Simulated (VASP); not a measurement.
Si3Ge, 4 atoms in the cell. Symmetry: P-4m2, No. 115, tetragonal system. Conventional cell: a = 3.859 Å, b = 3.859 Å, c = 5.514 Å, α = 90.00°, β = 90.00°, γ = 90.00°. Si (site symmetry 2mm) has 2 Si at 2.36 Å and 2 Ge at 2.39 Å as nearest neighbours. Si (site symmetry -4m2) has 4 Si at 2.36 Å as nearest neighbours. Ge (site symmetry -4m2) has 4 Si at 2.39 Å as nearest neighbours. The cell was built by a generator and needn't be a form met in nature. The cell isn't the ideal one: epitaxial_xy strain -0.8%.

| Property | Result |
| --- | --- |
| Program | VASP 6.6.1 |
| Task | single point |
| Functional | PBE |
| Potentials or basis | VASP PAW PBE potentials, release 64 (Si, Ge_d) |
| Cutoff | 520 eV |
| k mesh | 6 × 6 × 6 |
| Occupations | fermi-dirac, width 0.02 eV |
| Spin | no spin polarisation |
| Dipole correction | no |
| Further INCAR settings | ALGO = Normal; EDIFF = 1e-06; NBANDS = 21 |

Potentials or basis: VASP PAW PBE potentials, release 64 (Si, Ge_d).

The run is started by

```sh
$ cat potpaw_PBE.64/Si/POTCAR potpaw_PBE.64/Ge_d/POTCAR > POTCAR
$ mpirun -np 1 vasp_std > vasp.out
```

Hardware: 1 thread of Intel(R) Xeon(R) 6975P-C (Granite Rapids), on a shared host.

Question: Estimate the wall time of this run.

Answer: Wall time 22 s on 1 thread of Intel(R) Xeon(R) 6975P-C (Granite Rapids), on a shared host, peak memory 0.22 GiB. Counts: scf iterations 12, k points 40.
